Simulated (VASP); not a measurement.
Input for VASP

POSCAR:
```
In
1
   -1.6393135593     1.6393135593     2.5373036785
    1.6393135593    -1.6393135593     2.5373036785
    1.6393135593     1.6393135593    -2.5373036785
In
1
Direct
  0.0000000000   0.0000000000   0.0000000000
```

**KPOINTS**
```
K-points
0
gamma
  16 16 16
0 0 0
```

INCAR:
```
SYSTEM = In
PREC = Accurate
ENCUT = 520
EDIFF = 1E-7
NELM = 100
ALGO = Normal
LREAL = .FALSE.
LASPH = .TRUE.
ISMEAR = 1
SIGMA = 0.1
GGA = MK
PARAM1 = 0.1234
PARAM2 = 1.0
LUSE_VDW = .TRUE.
AGGAC = 0.0
LMAXMIX = 4
LWAVE = .FALSE.
LCHARG = .FALSE.
ISIF = 4
IBRION = 2
NSW = 30
EDIFFG = -0.01
```

POTCAR, in this order: In_d (PBE.64 set). Program: vasp_std.

Question: Translate this optB86b-vdW calculation to Quantum ESPRESSO's pw.x.

Answer: One equivalent input (not run):
```
&CONTROL
  calculation = 'vc-relax'
  pseudo_dir = './pseudo'
  outdir = './out'
  tprnfor = .true.
  tstress = .true.
  nstep = 30
  forc_conv_thr = 0.00039
/
&SYSTEM
  ibrav = 0
  nat = 1
  ntyp = 1
  ecutwfc = 70
  occupations = 'smearing'
  smearing = 'methfessel-paxton'
  degauss = 0.00735
  input_dft = 'vdw-df-ob86'
/
&ELECTRONS
  conv_thr = 7.3e-09
  electron_maxstep = 100
/
&IONS
/
&CELL
  cell_dofree = 'shape'
/
ATOMIC_SPECIES
  In 114.818 In.upf
CELL_PARAMETERS angstrom
    -1.6393136    1.6393136    2.5373037
     1.6393136   -1.6393136    2.5373037
     1.6393136    1.6393136   -2.5373037
ATOMIC_POSITIONS crystal
  In   0.0000000  0.0000000  0.0000000
K_POINTS automatic
  16 16 16 0 0 0
```
What does not carry over: the potentials are each code's own (VASP's PAW set, PseudoDojo norm-conserving files in pw.x), so ENCUT and ecutwfc are chosen apart and not converted; conv_thr bounds pw.x's estimated SCF error, while EDIFF bounds the energy change between steps; forc_conv_thr acts on force components and is met together with etot_conv_thr.

The compound is In in the bct structure. This cell is one point of a volume scan, at 1.03 of the reference volume. Symmetry was kept, so distortions that lower it aren't found.
